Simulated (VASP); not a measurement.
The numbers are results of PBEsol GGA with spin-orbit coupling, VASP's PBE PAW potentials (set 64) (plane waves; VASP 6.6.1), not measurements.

VASP input:

### INCAR
```
ALGO = Normal
EDIFF = 1E-6
ENCUT = 400
GGA = PS
GGA_COMPAT = .FALSE.
ISMEAR = 0
LASPH = .TRUE.
LCHARG = .FALSE.
LMAXMIX = 4
LREAL = .FALSE.
LSORBIT = .TRUE.
LWAVE = .FALSE.
MAGMOM = 0 0 0 0 0 0
NELM = 100
PREC = Accurate
SIGMA = 0.05
SYSTEM = CdS
```

POSCAR:
```
CdS
1
   -0.0000000000     2.9122876473     2.9122876473
    2.9122876473     0.0000000000     2.9122876473
    2.9122876473     2.9122876473     0.0000000000
Cd S
1 1
Direct
  0.0000000000   0.0000000000   0.0000000000
  0.2500000000   0.2500000000   0.2500000000
```

**KPOINTS**
```
Automatic mesh
0
Gamma
7 7 7
0 0 0
```

KPOINTS_OPT:
```
k-points along high-symmetry lines
8
Line-mode
Reciprocal
  0.000000   0.000000   0.000000 ! GAMMA
 -0.500000  -0.500000   0.000000 ! X

 -0.500000  -0.500000   0.000000 ! X
 -0.375000  -0.375000   0.250000 ! U

 -0.375000   0.000000   0.375000 ! K
  0.000000   0.000000   0.000000 ! GAMMA

  0.000000   0.000000   0.000000 ! GAMMA
  0.000000   0.000000   0.500000 ! L

  0.000000   0.000000   0.500000 ! L
 -0.500000  -0.250000   0.250000 ! W

 -0.500000  -0.250000   0.250000 ! W
 -0.500000  -0.500000   0.000000 ! X
```

POTCAR, in this order: Cd S (PBE.64 set). Program: vasp_ncl.

Output

### OSZICAR
```
       N       E                     dE             d eps       ncg     rms          rms(c)
DAV:   1     0.106354055298E+03    0.10635E+03   -0.77351E+03  1568   0.104E+03
DAV:   2    -0.181405460358E+01   -0.10817E+03   -0.10451E+03  1726   0.292E+02
DAV:   3    -0.728762059468E+01   -0.54736E+01   -0.54402E+01  1854   0.674E+01
DAV:   4    -0.734005778590E+01   -0.52437E-01   -0.52389E-01  1742   0.624E+00
DAV:   5    -0.734084473803E+01   -0.78695E-03   -0.78691E-03  1826   0.758E-01    0.836E+00
DAV:   6    -0.685744128992E+01    0.48340E+00   -0.87473E-01  2062   0.151E+01    0.644E+00
DAV:   7    -0.684457954856E+01    0.12862E-01   -0.29039E-01  1630   0.427E+00    0.322E+00
DAV:   8    -0.684185325732E+01    0.27263E-02   -0.35299E-02  1618   0.274E+00    0.763E-01
DAV:   9    -0.684086039568E+01    0.99286E-03   -0.27737E-03  1746   0.903E-01    0.224E-01
DAV:  10    -0.684083648879E+01    0.23907E-04   -0.15133E-03  1624   0.503E-01    0.578E-02
DAV:  11    -0.684088136875E+01   -0.44880E-04   -0.35984E-04  1664   0.290E-01    0.664E-02
DAV:  12    -0.684088734276E+01   -0.59740E-05   -0.37232E-05  1600   0.619E-02    0.166E-02
DAV:  13    -0.684088453529E+01    0.28075E-05   -0.95115E-06  1676   0.269E-02    0.852E-03
DAV:  14    -0.684088459876E+01   -0.63467E-07   -0.10086E-06  1402   0.919E-03
   1 F= -.68408846E+01 E0= -.68408846E+01  d E =-.237236E-14  mag=    -0.0000    -0.0000     0.0000
       N       E                     dE             ncg
       N       E                     dE             ncg
```

### OUTCAR
```
------------------------ aborting loop because EDIFF is reached ----------------------------------------
  FORCE on cell =-STRESS in cart. coord.  units (eV):
  Direction    XX          YY          ZZ          XY          YZ          ZX
  --------------------------------------------------------------------------------------
  Total       -0.0181998     -0.0181998     -0.0181998     -0.0000000      0.0000000      0.0000000
  in kB       -0.5902609     -0.5902609     -0.5902609     -0.0000000      0.0000000      0.0000000
  external PRESSURE =      -0.5902609 kB  Pullay stress =       0.0000000 kB
  volume of cell :       49.40
      direct lattice vectors                 reciprocal lattice vectors
     0.000000000  2.912287647  2.912287647    -0.171686338  0.171686338  0.171686338
     2.912287647  0.000000000  2.912287647     0.171686338 -0.171686338  0.171686338
     2.912287647  2.912287647  0.000000000     0.171686338  0.171686338 -0.171686338
  FREE ENERGIE OF THE ION-ELECTRON SYSTEM (eV)
  ---------------------------------------------------
  free  energy   TOTEN  =        -6.8408845988 eV

  energy  without entropy=       -6.8408845988  energy(sigma->0) =       -6.84088460

 Ion:    1  E_soc:     -0.0576619

 Ion:    2  E_soc:     -0.0021336
```
(Selected blocks of OUTCAR.)

The structure comes from a measured CdS entry (F-43m) of the Crystallography Open Database, whose conditions weren't checked. It was relaxed first.
